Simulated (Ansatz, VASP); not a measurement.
# Cross-check of BaZrO3 between VASP and Ansatz, part 3 of 3

One calculation is typed for both programs; each brings its own data sets. How far apart do they land? The cell is taken from a series of runs on this material, whose earlier steps may have relaxed, scaled, displaced or heated it; both programs get it as it stands.

VASP 6.6.1 and Ansatz 0.2.0.

So far: Starting point; Ansatz: zone-centre phonons, PBE; VASP: zone-centre phonons, PBE.

## (3) VASP: zone-centre phonons, PBE (continued)

Level of this step: PBE; plane waves and PAW (O, Zr_sv, Ba_sv) (VASP).

Numbers of over 12 decimals in the logs are rounded to 6 here.

From OUTCAR (step 3):

```text
ion  position               nearest neighbor table
   1  0.000  0.500  0.500-   4 2.13   4 2.13   5 3.01   5 3.01   5 3.01   5 3.01
   2  0.500  0.000  0.500-   4 2.13   4 2.13   5 3.01   5 3.01   5 3.01   5 3.01
   3  0.500  0.500  0.000-   4 2.13   4 2.13   5 3.01   5 3.01   5 3.01   5 3.01
   4  0.500  0.500  0.500-   1 2.13   2 2.13   3 2.13   3 2.13   2 2.13   1 2.13   5 3.69   5 3.69
                             5 3.69   5 3.69   5 3.69   5 3.69   5 3.69   5 3.69
   5  0.000  0.000  0.000-   1 3.01   2 3.01   3 3.01   1 3.01   2 3.01   1 3.01   3 3.01   1 3.01
                             2 3.01   3 3.01   2 3.01   3 3.01   4 3.69   4 3.69   4 3.69   4 3.69

  LATTYP: Found a simple cubic cell.
 ALAT       =     4.2552011913

 Subroutine GETGRP returns: Found 48 space group operations
 (whereof 48 operations were pure point group operations)

The static configuration has the point symmetry O_h .

 Found     35 irreducible k-points:

   k-points           NKPTS =     35   k-points in BZ     NKDIM =     35   number of bands    NBANDS=     26

   dimension x,y,z NGX =    36 NGY =   36 NGZ =   36
   dimension x,y,z NGXF=    72 NGYF=   72 NGZF=   72

   ENCUT  =  600.0 eV  44.10 Ry    6.64 a.u.   8.50  8.50  8.50*2*pi/ulx,y,z

   NELECT =      40.0000    total number of electrons

 k-points in reciprocal lattice and weights: Automatic mesh
   0.00000000  0.00000000  0.00000000       0.002
   0.12500000  0.00000000  0.00000000       0.012
   0.25000000  0.00000000  0.00000000       0.012
   0.37500000  0.00000000  0.00000000       0.012
   0.50000000  0.00000000  0.00000000       0.006
   0.12500000  0.12500000  0.00000000       0.023
   0.25000000  0.12500000  0.00000000       0.047
   0.37500000  0.12500000  0.00000000       0.047
   0.50000000  0.12500000  0.00000000       0.023
[...]
0.50000000  0.50000000  0.37500000       0.012
   0.50000000  0.50000000  0.50000000       0.002

 average (electrostatic) potential at core
       1 -69.6670       2 -69.6670       3 -69.6670       4 -78.7915       5 -34.0814

  Total       -1.0190733     -1.0190733     -1.0190733      0.0000000      0.0000000     -0.0000000
[...]
2     0.00000     6.13068     0.00000
    3     0.00000     0.00000     6.13068
 ion    5
    1     2.72013     0.00000     0.00000
    2    -0.00000     2.72013     0.00000
    3    -0.00000    -0.00000     2.72013

 Eigenvectors and eigenvalues of the dynamical matrix
 ----------------------------------------------------

   1 f  =   13.603729 THz    85.474749 2PiTHz  453.771550 cm-1    56.260477 meV
             X         Y         Z           dx          dy          dz
      0.000000  2.127601  2.127601    -0.000000   -0.000000    0.333686
      2.127601  0.000000  2.127601     0.000000    0.000000    0.333686
      2.127601  2.127601  0.000000     0.000000   -0.000000   -0.879825
      2.127601  2.127601  2.127601     0.000000   -0.000000    0.041855
      0.000000  0.000000  0.000000    -0.000000    0.000000    0.038252

   2 f  =   13.603729 THz    85.474749 2PiTHz  453.771550 cm-1    56.260477 meV
             X         Y         Z           dx          dy          dz
      0.000000  2.127601  2.127601     0.815942   -0.124829    0.000000
      2.127601  0.000000  2.127601    -0.309458    0.329135    0.000000
      2.127601  2.127601  0.000000    -0.309458   -0.124829   -0.000000
      2.127601  2.127601  2.127601    -0.038816   -0.015658    0.000000
      0.000000  0.000000  0.000000    -0.035474   -0.014310    0.000000

   3 f  =   13.603729 THz    85.474749 2PiTHz  453.771550 cm-1    56.260477 meV
             X         Y         Z           dx          dy          dz
      0.000000  2.127601  2.127601     0.329135    0.309458    0.000000
      2.127601  0.000000  2.127601    -0.124829   -0.815942   -0.000000
      2.127601  2.127601  0.000000    -0.124829    0.309458   -0.000000
      2.127601  2.127601  2.127601    -0.015658    0.038816   -0.000000
      0.000000  0.000000  0.000000    -0.014310    0.035474    0.000000

   4 f  =    5.970936 THz    37.516494 2PiTHz  199.168971 cm-1    24.693794 meV
             X         Y         Z           dx          dy          dz
      0.000000  2.127601  2.127601    -0.000000    0.311335   -0.160722
      2.127601  0.000000  2.127601     0.614198    0.000000    0.160722
      2.127601  2.127601  0.000000    -0.614198   -0.311335    0.000000
      2.127601  2.127601  2.127601    -0.000000   -0.000000    0.000000
      0.000000  0.000000  0.000000     0.000000    0.000000   -0.000000

   5 f  =    5.970936 THz    37.516494 2PiTHz  199.168971 cm-1    24.693794 meV
             X         Y         Z           dx          dy          dz
      0.000000  2.127601  2.127601     0.000000    0.607579   -0.123013
      2.127601  0.000000  2.127601    -0.340170    0.000000    0.123013
      2.127601  2.127601  0.000000     0.340170   -0.607579   -0.000000
      2.127601  2.127601  2.127601     0.000000   -0.000000   -0.000000
      0.000000  0.000000  0.000000    -0.000000    0.000000    0.000000

   6 f  =    5.970936 THz    37.516494 2PiTHz  199.168971 cm-1    24.693794 meV
             X         Y         Z           dx          dy          dz
      0.000000  2.127601  2.127601    -0.000000   -0.184169   -0.677522
      2.127601  0.000000  2.127601    -0.083938    0.000000    0.677522
      2.127601  2.127601  0.000000     0.083938    0.184169    0.000000
      2.127601  2.127601  2.127601     0.000000   -0.000000    0.000000
      0.000000  0.000000  0.000000    -0.000000    0.000000    0.000000

   7 f  =    5.266077 THz    33.087740 2PiTHz  175.657436 cm-1    21.778737 meV
             X         Y         Z           dx          dy          dz
      0.000000  2.127601  2.127601    -0.265888   -0.003925   -0.006754
      2.127601  0.000000  2.127601    -0.382639   -0.002727   -0.006754
      2.127601  2.127601  0.000000    -0.382639   -0.003925   -0.004694
      2.127601  2.127601  2.127601     0.752758    0.007722    0.013288
      0.000000  0.000000  0.000000    -0.263470   -0.002703   -0.004651

   8 f  =    5.266077 THz    33.087740 2PiTHz  175.657436 cm-1    21.778737 meV
             X         Y         Z           dx          dy          dz
      0.000000  2.127601  2.127601    -0.004688   -0.000839    0.382659
      2.127601  0.000000  2.127601    -0.006746   -0.000583    0.382659
      2.127601  2.127601  0.000000    -0.006746   -0.000839    0.265901
      2.127601  2.127601  2.127601     0.013272    0.001651   -0.752796
      0.000000  0.000000  0.000000    -0.004645   -0.000578    0.263483

   9 f  =    5.266077 THz    33.087740 2PiTHz  175.657436 cm-1    21.778737 meV
             X         Y         Z           dx          dy          dz
      0.000000  2.127601  2.127601    -0.002737    0.382698    0.000770
      2.127601  0.000000  2.127601    -0.003939    0.265928    0.000770
      2.127601  2.127601  0.000000    -0.003939    0.382698    0.000535
      2.127601  2.127601  2.127601     0.007750   -0.752874   -0.001515
      0.000000  0.000000  0.000000    -0.002712    0.263510    0.000530

  10 f  =    2.776561 THz    17.445649 2PiTHz   92.616117 cm-1    11.482930 meV
             X         Y         Z           dx          dy          dz
      0.000000  2.127601  2.127601    -0.255401    0.250324   -0.009303
      2.127601  0.000000  2.127601    -0.350845    0.182226   -0.009303
      2.127601  2.127601  0.000000    -0.350845    0.250324   -0.006772
      2.127601  2.127601  2.127601    -0.260707    0.186012   -0.006913
      0.000000  0.000000  0.000000     0.531949   -0.379540    0.014105

  11 f  =    2.776561 THz    17.445649 2PiTHz   92.616117 cm-1    11.482930 meV
             X         Y         Z           dx          dy          dz
      0.000000  2.127601  2.127601     0.141388    0.281953    0.261954
      2.127601  0.000000  2.127601     0.194225    0.205251    0.261954
      2.127601  2.127601  0.000000     0.194225    0.281953    0.190692
      2.127601  2.127601  2.127601     0.144325    0.209515    0.194654
      0.000000  0.000000  0.000000    -0.294482   -0.427496   -0.397174

  12 f  =    2.776561 THz    17.445649 2PiTHz   92.616117 cm-1    11.482930 meV
             X         Y         Z           dx          dy          dz
      0.000000  2.127601  2.127601    -0.115159   -0.209000    0.342249
      2.127601  0.000000  2.127601    -0.158195   -0.152144    0.342249
      2.127601  2.127601  0.000000    -0.158195   -0.209000    0.249144
      2.127601  2.127601  2.127601    -0.117552   -0.155305    0.254320
      0.000000  0.000000  0.000000     0.239854    0.316885   -0.518916

  13 f/i=    0.018833 THz     0.118332 2PiTHz    0.628207 cm-1     0.077888 meV
             X         Y         Z           dx          dy          dz
      0.000000  2.127601  2.127601     0.164282    0.157072   -0.069645
      2.127601  0.000000  2.127601     0.163757    0.157576   -0.069645
      2.127601  2.127601  0.000000     0.163757    0.157072   -0.069869
      2.127601  2.127601  2.127601     0.395576    0.379428   -0.168237
      0.000000  0.000000  0.000000     0.488758    0.468806   -0.207867

  14 f/i=    0.018833 THz     0.118332 2PiTHz    0.628207 cm-1     0.077888 meV
             X         Y         Z           dx          dy          dz
      0.000000  2.127601  2.127601    -0.051276   -0.047322   -0.226907
      2.127601  0.000000  2.127601    -0.051112   -0.047474   -0.226907
      2.127601  2.127601  0.000000    -0.051112   -0.047322   -0.227635
      2.127601  2.127601  2.127601    -0.123468   -0.114313   -0.548123
      0.000000  0.000000  0.000000    -0.152552   -0.141241   -0.677238

  15 f/i=    0.018833 THz     0.118332 2PiTHz    0.628207 cm-1     0.077888 meV
             X         Y         Z           dx          dy          dz
      0.000000  2.127601  2.127601     0.164568   -0.171544   -0.001175
      2.127601  0.000000  2.127601     0.164042   -0.172095   -0.001175
      2.127601  2.127601  0.000000     0.164042   -0.171544   -0.001179
      2.127601  2.127601  2.127601     0.396264   -0.414387   -0.002839
      0.000000  0.000000  0.000000     0.489608   -0.512000   -0.003508

 MACROSCOPIC STATIC DIELECTRIC TENSOR IONIC CONTRIBUTION
 ------------------------------------------------------
          71.669938    -0.000000    -0.000000
          -0.000000    71.669938    -0.000000
          -0.000000    -0.000000    71.669938
 ------------------------------------------------------

 ELASTIC MODULI CONTR FROM IONIC RELAXATION (kBar)
 Direction    XX          YY          ZZ          XY          YZ          ZX
 --------------------------------------------------------------------------------
 XX           0.0000      0.0000      0.0000      0.0000      0.0000      0.0000
 YY           0.0000      0.0000      0.0000      0.0000      0.0000      0.0000
 ZZ           0.0000      0.0000      0.0000      0.0000      0.0000      0.0000
 XY           0.0000      0.0000      0.0000      0.0000      0.0000      0.0000
 YZ           0.0000      0.0000      0.0000      0.0000      0.0000      0.0000
 ZX           0.0000      0.0000      0.0000      0.0000      0.0000      0.0000
 --------------------------------------------------------------------------------

 PIEZOELECTRIC TENSOR IONIC CONTR  for field in x, y, z        (C/m^2)
          XX          YY          ZZ          XY          YZ          ZX
  --------------------------------------------------------------------------------
  x     0.00000     0.00000     0.00000     0.00000     0.00000     0.00000
  y     0.00000     0.00000     0.00000     0.00000     0.00000     0.00000
  z     0.00000     0.00000     0.00000     0.00000     0.00000     0.00000
```

Harder data sets than Ba_sv exist (the GW ones), and pressures, volumes and forces can shift noticeably with them.

## (4) Differences

Known differences besides the potentials themselves: fixed occupations in Ansatz, narrow Gaussian smearing in VASP; the cutoff is 420 eV in Ansatz and 600 eV in VASP. Total energies have different zeros and are not compared.

Both answers:

```
                                     quantity  Ansatz   VASP  difference
                                        ε∞ xx    4.87   4.88     -0.18 %
                                        ε∞ yy    4.87   4.88     -0.18 %
                                        ε∞ zz    4.87   4.88     -0.18 %
 Born charge of O1 (mean of the diagonal) (e)   -2.95  -2.95        0.00
Born charge of Zr4 (mean of the diagonal) (e)    6.12   6.13       -0.01
Born charge of Ba5 (mean of the diagonal) (e)    2.73   2.72       +0.01
                   optical mode 1 to 3 (cm⁻¹)    77.4   92.6    -16.43 %
                   optical mode 4 to 6 (cm⁻¹)   170.0  175.7     -3.24 %
                   optical mode 7 to 9 (cm⁻¹)   190.3  199.2     -4.46 %
                 optical mode 10 to 12 (cm⁻¹)   447.8  453.8     -1.31 %
```

Modes are paired by rising frequency, not by their patterns, so a pair may set unlike modes beside each other; they are those without the splitting of longitudinal modes.

## (5) Outcome

- r.m.s. difference of the optical zone-centre modes, each program's sorted by frequency (zone-centre phonons, PBE): 9.7 cm⁻¹
- difference in optical mode 1 to 3 (zone-centre phonons, PBE): -16.4 %

In words: The r.m.s. difference of the optical zone-centre modes, each program's sorted by frequency is 9.7 cm⁻¹ (zone-centre phonons, PBE). Among the rows given in per cent, the largest difference of the zone-centre phonons, PBE pair is in optical mode 1 to 3, -16.4 %. What causes the difference of the zone-centre phonons, PBE pair stays open here. Such differences can come from data sets, numerical settings and the points named under the comparisons, not from the functional's error against experiment.

[Lines on the potential files, build, host, timing and source positions are cut from VASP's logs without a mark.]

[Logs are printed without paths, hosts, clocks, repeated set-up lines and the standing remarks that a program may print on its own settings, such as how far it seeks lower states.]

[Hosts, paths, dates, database ids (printed as entryN), source tags and the programs' standing remarks are cut or masked in the printed files.]
